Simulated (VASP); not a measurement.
The system is Mg2SO.

```
CELL_PARAMETERS angstrom
3.67487 0.00000 0.00000
0.00000 3.67487 0.00000
0.00000 0.00000 4.88397
ATOMIC_POSITIONS crystal
O 0.00000 0.00000 0.00000
Mg 0.00000 0.50000 0.81132
Mg 0.50000 0.00000 0.18868
S 0.50000 0.50000 0.50000
```

The cell was built by a generator and needn't be a form met in nature.

Base run:

```yaml
Program: VASP 6.6.1
Functional: PBEsol
Potentials_or_basis: VASP PAW PBE potentials, release 64 (O, Mg, S)
Cutoff: 520 eV
k_mesh: 6 × 6 × 4
Occupations: gaussian, width 0.01 eV
Spin: no spin polarisation
```

Its results: band gap on the k mesh 1.50 eV, indirect (least direct gap 1.65 eV); pressure -0.3 GPa; largest force 0.035 eV/Å.

Question: The run is repeated on the same cell with these changes: functional from PBEsol to HSE06; k mesh from 6 × 6 × 4 to 4 × 4 × 2. What comes out?

Answer: Band gap on the k mesh 2.64 eV, indirect (least direct gap 2.82 eV); pressure -0.2 GPa; largest force 0.047 eV/Å.

Several settings changed at once, so the effect can't be laid on one alone.

Caveats: some runs use coarse meshes; the PAW data sets were made with another functional, which shifts forces and pressure a little.

A k mesh can miss the band edges.

Not every run made on this cell is shown here.
